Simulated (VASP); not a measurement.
Data:

```
CELL_PARAMETERS angstrom
      5.43042     0.00000     0.00000
     -2.71521     4.70288     0.00000
      0.00000     0.00000     4.29098
ATOMIC_POSITIONS crystal
  Ru 0.83256 0.16744 0.75000
  Ru 0.16744 0.83256 0.25000
  Ru 0.66512 0.83256 0.25000
  Ru 0.33488 0.16744 0.75000
  Ru 0.83256 0.66512 0.75000
  Ru 0.16744 0.33488 0.25000
  Os 0.66667 0.33333 0.25000
  Os 0.33333 0.66667 0.75000
```

Calculation: PBEsol GGA, VASP's PBE PAW potentials (set 64) (plane waves; VASP 6.6.1). Numerical set-up: 300 eV cut-off, 4×4×5 Γ-centred mesh, Fermi-Dirac smearing of 0.14 eV, potentials Ru_pv Os.

At this cut-off the stress carries a Pulay error, which pulls relaxed volumes low. Energy and stress use the plane-wave basis of the starting cell.

The ions, cell shape and volume are relaxed. Which structure does the run end with?

```
CELL_PARAMETERS angstrom
      5.39101     0.00000     0.00000
     -2.69551     4.66875     0.00000
      0.00000     0.00000     4.26645
ATOMIC_POSITIONS crystal
  Ru 0.83318 0.16682 0.75000
  Ru 0.16682 0.83318 0.25000
  Ru 0.66636 0.83318 0.25000
  Ru 0.33364 0.16682 0.75000
  Ru 0.83318 0.66636 0.75000
  Ru 0.16682 0.33364 0.25000
  Os 0.66667 0.33333 0.25000
  Os 0.33333 0.66667 0.75000
```
Space group P6_3/mmc (194), at a tolerance of 0.03 Å.

How do energy and volume change from the first to the last step?

The energy (σ→0) changes by -7.1 meV/atom and the volume by -2.0 %, in 11 ionic steps.

The structure comes from a computed database's OsRu3 entry (P6_3/mmc); how it stands against other phases isn't given here. This run relaxes it. Symmetry was kept, so distortions that lower it aren't found. The k-mesh is coarse (spacing up to 0.34 per Å, 2π included), so the numbers may not be converged in it. The run is one of a series of settings (EDIFFG = -0.01, IBRION = 2, ISIF = 3, NSW = 50 against the base run), some of them coarse on purpose.
